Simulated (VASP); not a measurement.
Calculation: PBEsol GGA, VASP's PBE PAW potentials (set 64) (plane waves; VASP 6.6.1).

The input files of a VASP run:

**INCAR**
```
SYSTEM = Si
PREC = Accurate; ENCUT = 520; LREAL = .FALSE.
LASPH = .TRUE.; ICHARG = 11
EDIFF = 1E-7; NELM = 100; ALGO = Normal
ISMEAR = 0; SIGMA = 0.05
GGA = PS
LWAVE = .FALSE.; LCHARG = .FALSE.; LORBIT = 11
```

POSCAR:
```
Si
1
    0.0000000000     2.7178740442     2.7178740442
    2.7178740442     0.0000000000     2.7178740442
    2.7178740442     2.7178740442     0.0000000000
Si
2
Direct
  0.0000000000   0.0000000000   0.0000000000
  0.2500000000   0.2500000000   0.2500000000
```

**KPOINTS**
```
k-points along high-symmetry lines
15
Line-mode
Reciprocal
  0.000000   0.000000   0.000000 ! GAMMA
  0.500000   0.000000   0.500000 ! X

  0.500000   0.000000   0.500000 ! X
  0.625000   0.250000   0.625000 ! U

  0.375000   0.375000   0.750000 ! K
  0.000000   0.000000   0.000000 ! GAMMA

  0.000000   0.000000   0.000000 ! GAMMA
  0.500000   0.500000   0.500000 ! L

  0.500000   0.500000   0.500000 ! L
  0.500000   0.250000   0.750000 ! W

  0.500000   0.250000   0.750000 ! W
  0.500000   0.000000   0.500000 ! X
```

POTCAR, in this order: Si (PBE.64 set). Program: vasp_std. Read from the step before: CHGCAR.

Output of the run:

**OUTCAR**
```
 ion  position               nearest neighbor table
   1  0.000  0.000  0.000-   2 2.35   2 2.35   2 2.35   2 2.35
   2  0.250  0.250  0.250-   1 2.35   1 2.35   1 2.35   1 2.35
  LATTYP: Found a face centered cubic cell.
 ALAT       =     5.4357480884
 Subroutine PRICEL returns:
 Original cell was already a primitive cell.
 Subroutine GETGRP returns: Found 48 space group operations
The static configuration has the point symmetry T_d .
 The point group associated with its full space group is O_h .
The dynamic configuration has the point symmetry T_d .
 Subroutine INISYM returns: Found 48 space group operations
   k-points           NKPTS =     90   k-points in BZ     NKDIM =     90   number of bands    NBANDS=      8
   number of dos      NEDOS =    301   number of ions     NIONS =      2
   total plane-waves  NPLWV =  27000
   dimension x,y,z NGX =    30 NGY =   30 NGZ =   30
   dimension x,y,z NGXF=    60 NGYF=   60 NGZF=   60
   ions per type =               2
   PREC   = accura    normal or accurate (medium, high low for compatibility)
   ISTART =      0    job   : 0-new  1-cont  2-samecut
   ICHARG =     11    charge: 1-file 2-atom 10-const
   ISPIN  =      1    spin polarized calculation?
   LNONCOLLINEAR =      F non collinear calculations
   LSORBIT =      F    spin-orbit coupling
   INIWAV =      1    electr: 0-lowe 1-rand  2-diag
   ENCUT  =  520.0 eV  38.22 Ry    6.18 a.u.   7.15  7.15  7.15*2*pi/ulx,y,z
   NELM   =    100;   NELMIN=  2; NELMDL= -5     # of ELM steps
   EDIFF  = 0.1E-06   stopping-criterion for ELM
   LREAL  =      F    real-space projection
   NLSPLINE    = F    spline interpolate recip. space projectors
   LMAXMIX     =    2 max onsite mixed and CHGCAR
   VOSKOWN=      0    Vosko Wilk Nusair interpolation
   EDIFFG = 0.1E-05   stopping-criterion for IOM
   NSW    =      0    number of steps for IOM
   NBLOCK =      1;   KBLOCK =      1    inner block; outer block
   IBRION =     -1    ionic relax: 0-MD 1-quasi-New 2-CG
   NFREE  =      0    steps in history (QN), initial steepest desc. (CG)
   ISIF   =      2    stress and relaxation
   ISYM   =      2    0-nonsym 1-usesym 2-fastsym
   TEIN   =    0.0    initial temperature
...
```

File OSZICAR:
```
       N       E                     dE             d eps       ncg     rms          rms(c)
DAV:   1     0.792899479762E+01    0.79290E+01   -0.33523E+03  1440   0.771E+02
DAV:   2    -0.958962555118E+01   -0.17519E+02   -0.17062E+02  2288   0.794E+01
DAV:   3    -0.983044627244E+01   -0.24082E+00   -0.24082E+00  1888   0.116E+01
DAV:   4    -0.983165904373E+01   -0.12128E-02   -0.12128E-02  2464   0.799E-01
DAV:   5    -0.983166067523E+01   -0.16315E-05   -0.16311E-05  1904   0.207E-02
DAV:   6    -0.983166069125E+01   -0.16020E-07   -0.16129E-07  2480   0.152E-03
   1 F= -.98316607E+01 E0= -.98316607E+01  d E =-.106635E-10
```

File OUTCAR:
```
 val. band max:        5.7625154066   @ k =   0.0000   0.0000   0.0000

 cond. band min:       6.2236366462   @ k =   0.4286   0.0000   0.4286



 k-point     1 :       0.0000    0.0000    0.0000
  band No.  band energies     occupation
      1      -6.2088      2.00000
      2       5.7625      2.00000
      3       5.7625      2.00000
      4       5.7625      2.00000
      5       8.2784      0.00000
      6       8.2784      0.00000
      7       8.2784      0.00000
      8       9.0550      0.00000

 k-point     2 :       0.0357    0.0000    0.0357
  band No.  band energies     occupation
      1      -6.1864      2.00000
      2       5.6125      2.00000
      3       5.6673      2.00000
      4       5.6673      2.00000
      5       8.2208      0.00000
      6       8.4010      0.00000
      7       8.4010      0.00000
      8       9.2012      0.00000

 k-point     3 :       0.0714    0.0000    0.0714
  band No.  band energies     occupation
      1      -6.1194      2.00000
      2       5.2263      2.00000
      3       5.4259      2.00000
      4       5.4259      2.00000
      5       8.0618      0.00000
      6       8.7241      0.00000
      7       8.7241      0.00000
      8       9.5605      0.00000

 k-point     4 :       0.1071    0.0000    0.1071
  band No.  band energies     occupation
      1      -6.0079      2.00000
      2       4.7088      2.00000
      3       5.1131      2.00000
      4       5.1131      2.00000
      5       7.8333      0.00000
      6       9.1722      0.00000
      7       9.1722      0.00000
      8       9.9569      0.00000

 k-point     5 :       0.1429    0.0000    0.1429
  band No.  band energies     occupation
      1      -5.8521      2.00000
      2       4.1265      2.00000
      3       4.7791      2.00000
      4       4.7791      2.00000
      5       7.5694      0.00000
      6       9.6938      0.00000
      7       9.6938      0.00000
      8      10.1187      0.00000
...
```

The density is held fixed in this step, so its total energy and stress have no physical meaning.

The compound is Si in the diamond structure. It was relaxed first.
